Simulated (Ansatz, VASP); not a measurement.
# TaN in two plane-wave programs, part 3 of 3

One calculation is typed for both programs; each brings its own data sets. How far apart do they land? The cell is taken from a series of runs on this material, whose earlier steps may have relaxed, scaled, displaced or heated it; both programs get it as it stands.

VASP 6.6.1 and Ansatz 0.2.0.

So far: Set-up; Ansatz: zone-centre phonons, PBEsol; VASP: zone-centre phonons, PBEsol.

### Step 3. VASP: zone-centre phonons, PBEsol (continued)

Level of this step: PBEsol; plane waves and PAW (N, Ta_pv) (VASP).

Numbers of over 12 decimals in the logs are rounded to 6 here.

From OUTCAR (step 3):

```text
ion  position               nearest neighbor table
   1  0.500  0.000  0.000-   5 2.13   6 2.13   5 2.13   6 2.13   4 2.67   4 2.67
   2  0.500  0.500  0.000-   5 2.13   6 2.13   5 2.13   6 2.13   4 2.67   4 2.67
   3  0.000  0.500  0.000-   5 2.13   6 2.13   5 2.13   6 2.13   4 2.67   4 2.67
   4  0.000  0.000  0.000-   3 2.67   3 2.67   1 2.67   1 2.67   2 2.67   2 2.67   6 3.41   5 3.41
                             6 3.41   5 3.41   6 3.41   6 3.41   5 3.41   5 3.41   6 3.41   5 3.41
   5  0.333  0.667  0.500-   1 2.13   1 2.13   3 2.13   3 2.13   2 2.13   2 2.13   6 3.08   6 3.08
                             6 3.08   4 3.41   4 3.41   4 3.41   4 3.41   4 3.41   4 3.41
   6  0.667  0.333  0.500-   1 2.13   1 2.13   3 2.13   3 2.13   2 2.13   2 2.13   5 3.08   5 3.08
                             5 3.08   4 3.41   4 3.41   4 3.41   4 3.41   4 3.41   4 3.41

  LATTYP: Found a hexagonal cell.
 ALAT       =     5.3344737913
 C/A-ratio  =     0.5490374976

 Subroutine GETGRP returns: Found 24 space group operations
 (whereof 24 operations were pure point group operations)

The static configuration has the point symmetry D_6h.

 Found     84 irreducible k-points:

   k-points           NKPTS =     84   k-points in BZ     NKDIM =     84   number of bands    NBANDS=     30

   dimension x,y,z NGX =    48 NGY =   48 NGZ =   24
   dimension x,y,z NGXF=    96 NGYF=   96 NGZF=   48

   ENCUT  =  600.0 eV  44.10 Ry    6.64 a.u.  10.65 10.65  5.85*2*pi/ulx,y,z

   NELECT =      48.0000    total number of electrons

 k-points in reciprocal lattice and weights: Automatic mesh
   0.00000000  0.00000000  0.00000000       0.001
   0.11111111 -0.00000000  0.00000000       0.006
   0.22222222 -0.00000000  0.00000000       0.006
   0.33333333 -0.00000000  0.00000000       0.006
   0.44444444 -0.00000000  0.00000000       0.006
   0.11111111  0.11111111  0.00000000       0.006
   0.22222222  0.11111111  0.00000000       0.012
   0.33333333  0.11111111  0.00000000       0.012
   0.44444444  0.11111111  0.00000000       0.006
[...]
-----------------------------------------------------------------------------------
    total drift:                               -0.000000      0.000000      0.000000

 Eigenvectors and eigenvalues of the dynamical matrix
 ----------------------------------------------------

   1 f  =   25.581153 THz   160.731122 2PiTHz  853.295400 cm-1   105.795098 meV
             X         Y         Z           dx          dy          dz
      2.667237  0.000000  0.000000     0.000000    0.577350   -0.000000
      1.333618  2.309895  0.000000     0.500000   -0.288675    0.000000
     -1.333618  2.309895  0.000000    -0.500000   -0.288675    0.000000
      0.000000  0.000000  0.000000     0.000000   -0.000000   -0.000000
     -0.000000  3.079860  1.464413     0.000000   -0.000000   -0.000000
      2.667237  1.539930  1.464413     0.000000   -0.000000    0.000000

   2 f  =   19.958846 THz   125.405130 2PiTHz  665.755452 cm-1    82.543119 meV
             X         Y         Z           dx          dy          dz
      2.667237  0.000000  0.000000    -0.064745    0.624512   -0.000000
      1.333618  2.309895  0.000000     0.047781   -0.146952   -0.000000
     -1.333618  2.309895  0.000000     0.659625    0.336230    0.000000
      0.000000  0.000000  0.000000    -0.020483   -0.025938   -0.000000
     -0.000000  3.079860  1.464413    -0.079207   -0.100298    0.000000
      2.667237  1.539930  1.464413    -0.079207   -0.100298   -0.000000

   3 f  =   19.958846 THz   125.405130 2PiTHz  665.755452 cm-1    82.543119 meV
             X         Y         Z           dx          dy          dz
      2.667237  0.000000  0.000000     0.081985    0.493185    0.000000
      1.333618  2.309895  0.000000    -0.689479    0.380660   -0.000000
     -1.333618  2.309895  0.000000    -0.206297   -0.231185    0.000000
      0.000000  0.000000  0.000000     0.025938   -0.020483    0.000000
     -0.000000  3.079860  1.464413     0.100298   -0.079207   -0.000000
      2.667237  1.539930  1.464413     0.100298   -0.079207   -0.000000

   4 f  =   16.522263 THz   103.812438 2PiTHz  551.123360 cm-1    68.330557 meV
             X         Y         Z           dx          dy          dz
      2.667237  0.000000  0.000000    -0.000000    0.000000   -0.151845
      1.333618  2.309895  0.000000    -0.000000    0.000000    0.770694
     -1.333618  2.309895  0.000000    -0.000000    0.000000   -0.618849
      0.000000  0.000000  0.000000    -0.000000    0.000000   -0.000000
     -0.000000  3.079860  1.464413     0.000000   -0.000000   -0.000000
      2.667237  1.539930  1.464413     0.000000   -0.000000   -0.000000

   5 f  =   16.522263 THz   103.812438 2PiTHz  551.123360 cm-1    68.330557 meV
             X         Y         Z           dx          dy          dz
      2.667237  0.000000  0.000000    -0.000000    0.000000    0.802253
      1.333618  2.309895  0.000000     0.000000   -0.000000   -0.269625
     -1.333618  2.309895  0.000000     0.000000    0.000000   -0.532628
      0.000000  0.000000  0.000000    -0.000000   -0.000000    0.000000
     -0.000000  3.079860  1.464413    -0.000000   -0.000000    0.000000
      2.667237  1.539930  1.464413    -0.000000   -0.000000    0.000000

   6 f  =   15.895395 THz    99.873714 2PiTHz  530.213316 cm-1    65.738043 meV
             X         Y         Z           dx          dy          dz
      2.667237  0.000000  0.000000    -0.000000    0.000000   -0.553436
      1.333618  2.309895  0.000000     0.000000   -0.000000   -0.553436
     -1.333618  2.309895  0.000000     0.000000    0.000000   -0.553436
      0.000000  0.000000  0.000000    -0.000000   -0.000000    0.072564
     -0.000000  3.079860  1.464413    -0.000000   -0.000000    0.194755
      2.667237  1.539930  1.464413     0.000000    0.000000    0.194755

   7 f  =    6.444896 THz    40.494474 2PiTHz  214.978579 cm-1    26.653935 meV
             X         Y         Z           dx          dy          dz
      2.667237  0.000000  0.000000     0.000000   -0.000000    0.000000
      1.333618  2.309895  0.000000     0.000000    0.000000    0.000000
     -1.333618  2.309895  0.000000     0.000000   -0.000000   -0.000000
      0.000000  0.000000  0.000000     0.000000    0.000000   -0.000000
     -0.000000  3.079860  1.464413    -0.438222   -0.554942    0.000000
      2.667237  1.539930  1.464413     0.438222    0.554942   -0.000000

   8 f  =    6.444896 THz    40.494474 2PiTHz  214.978579 cm-1    26.653935 meV
             X         Y         Z           dx          dy          dz
      2.667237  0.000000  0.000000    -0.000000    0.000000   -0.000000
      1.333618  2.309895  0.000000    -0.000000   -0.000000    0.000000
     -1.333618  2.309895  0.000000     0.000000   -0.000000   -0.000000
      0.000000  0.000000  0.000000    -0.000000   -0.000000    0.000000
     -0.000000  3.079860  1.464413     0.554942   -0.438222   -0.000000
      2.667237  1.539930  1.464413    -0.554942    0.438222    0.000000

   9 f  =    5.329929 THz    33.488930 2PiTHz  177.787286 cm-1    22.042804 meV
             X         Y         Z           dx          dy          dz
      2.667237  0.000000  0.000000     0.285242   -0.006253   -0.000000
      1.333618  2.309895  0.000000     0.226717    0.394985   -0.000000
     -1.333618  2.309895  0.000000    -0.091503    0.143682    0.000000
      0.000000  0.000000  0.000000     0.374947    0.474788    0.000000
     -0.000000  3.079860  1.464413    -0.246412   -0.312026   -0.000000
      2.667237  1.539930  1.464413    -0.246412   -0.312026    0.000000

  10 f  =    5.329929 THz    33.488930 2PiTHz  177.787286 cm-1    22.042804 meV
             X         Y         Z           dx          dy          dz
      2.667237  0.000000  0.000000     0.361196    0.004938   -0.000000
      1.333618  2.309895  0.000000    -0.040042   -0.053587    0.000000
     -1.333618  2.309895  0.000000     0.211261   -0.371807   -0.000000
      0.000000  0.000000  0.000000     0.474788   -0.374947    0.000000
     -0.000000  3.079860  1.464413    -0.312026    0.246412   -0.000000
      2.667237  1.539930  1.464413    -0.312026    0.246412    0.000000

  11 f  =    4.681219 THz    29.412969 2PiTHz  156.148673 cm-1    19.359959 meV
             X         Y         Z           dx          dy          dz
      2.667237  0.000000  0.000000    -0.000000    0.000000   -0.000000
      1.333618  2.309895  0.000000    -0.000000   -0.000000   -0.000000
     -1.333618  2.309895  0.000000     0.000000    0.000000   -0.000000
      0.000000  0.000000  0.000000    -0.000000   -0.000000    0.000000
     -0.000000  3.079860  1.464413    -0.000000   -0.000000   -0.707107
      2.667237  1.539930  1.464413     0.000000    0.000000    0.707107

  12 f  =    3.144833 THz    19.759570 2PiTHz  104.900346 cm-1    13.005979 meV
             X         Y         Z           dx          dy          dz
      2.667237  0.000000  0.000000    -0.000000    0.000000   -0.055458
      1.333618  2.309895  0.000000     0.000000   -0.000000   -0.055458
     -1.333618  2.309895  0.000000    -0.000000   -0.000000   -0.055458
      0.000000  0.000000  0.000000    -0.000000   -0.000000    0.827992
     -0.000000  3.079860  1.464413    -0.000000   -0.000000   -0.390642
      2.667237  1.539930  1.464413    -0.000000   -0.000000   -0.390642

  13 f  =    0.002911 THz     0.018289 2PiTHz    0.097091 cm-1     0.012038 meV
             X         Y         Z           dx          dy          dz
      2.667237  0.000000  0.000000    -0.014191   -0.154075   -0.000000
      1.333618  2.309895  0.000000    -0.014122   -0.153925   -0.000000
     -1.333618  2.309895  0.000000    -0.014286   -0.153940   -0.000000
      0.000000  0.000000  0.000000    -0.051168   -0.554859   -0.000000
     -0.000000  3.079860  1.464413    -0.051036   -0.553430   -0.000000
      2.667237  1.539930  1.464413    -0.051036   -0.553430   -0.000000
    [... 43 further lines ...]
     -0.000000  3.079860  1.464413    -0.000000   -0.000000    0.000000
      2.667237  1.539930  1.464413    -0.000000   -0.000000   -0.000000

 ELASTIC MODULI CONTR FROM IONIC RELAXATION (kBar)
 Direction    XX          YY          ZZ          XY          YZ          ZX
 --------------------------------------------------------------------------------
 XX        -178.9593    178.9593      0.0000     -0.0000      0.0000      0.0000
 YY         178.9593   -178.9593     -0.0000     -0.0000      0.0000      0.0000
 ZZ           0.0000     -0.0000     -0.0000      0.0000      0.0000      0.0000
 XY          -0.0000     -0.0000      0.0000   -178.9593      0.0000      0.0000
 YZ           0.0000      0.0000      0.0000      0.0000      0.0000      0.0000
 ZX           0.0000      0.0000      0.0000      0.0000      0.0000      0.0000
 --------------------------------------------------------------------------------
```

### Step 4. Comparison

Known differences besides the potentials themselves: the data sets hold 54 valence electrons in Ansatz (on its PAW soft_1 files) and 48 in VASP; the cutoff is 420 eV in Ansatz and 600 eV in VASP; Ansatz makes its cores anew for this functional, VASP keeps those of its PBE data sets. Total energies have different zeros and are not compared.

Both answers:

| quantity | Ansatz | VASP | difference |
| --- | --- | --- | --- |
| optical mode 1 (imaginary, printed as negative) (cm⁻¹) | -499.2 | -502.1 | +2.9 |
| optical mode 2 to 3 (imaginary, printed as negative) (cm⁻¹) | -221.8 | -225.4 | +3.5 |
| optical mode 4 (cm⁻¹) | 105.1 | 104.9 | +0.22 % |
| optical mode 5 (cm⁻¹) | 155.2 | 156.1 | -0.62 % |
| optical mode 6 to 7 (cm⁻¹) | 180.6 | 177.8 | +1.57 % |
| optical mode 8 to 9 (cm⁻¹) | 214.4 | 215.0 | -0.25 % |
| optical mode 10 (cm⁻¹) | 527.3 | 530.2 | -0.55 % |
| optical mode 11 to 12 (cm⁻¹) | 546.2 | 551.1 | -0.89 % |
| optical mode 13 to 14 (cm⁻¹) | 661.5 | 665.8 | -0.63 % |
| optical mode 15 (cm⁻¹) | 849.0 | 853.3 | -0.50 % |

Modes are paired by rising frequency, not by their patterns, so a pair may set unlike modes beside each other; they are those without the splitting of longitudinal modes.

### Step 5. Summary of results

```yaml
r_m_s_difference_of_the_optical_zone_centre_modes_each_program_s_sorted_by_frequency_zone_centre_phonons_pbesol: 3.3 cm⁻¹
difference_in_optical_mode_6_to_7_zone_centre_phonons_pbesol: +1.6 %
```

**Reading.** The r.m.s. difference of the optical zone-centre modes, each program's sorted by frequency is 3.3 cm⁻¹ (zone-centre phonons, PBEsol). The data sets hold unlike numbers of valence electrons (54 in Ansatz and 48 in VASP), so part of the differences comes from the potentials. Among the rows given in per cent, the largest difference of the zone-centre phonons, PBEsol pair is in optical mode 6 to 7, +1.6 %. How closely two codes agree says nothing of how well the functional describes the real material.

[Lines on the potential files, build, host, timing and source positions are cut from VASP's logs without a mark.]

[Logs are printed without paths, hosts, clocks, repeated set-up lines and the standing remarks that a program may print on its own settings, such as how far it seeks lower states.]

[Hosts, paths, dates, database ids (printed as entryN), source tags and the programs' standing remarks are cut or masked in the printed files.]
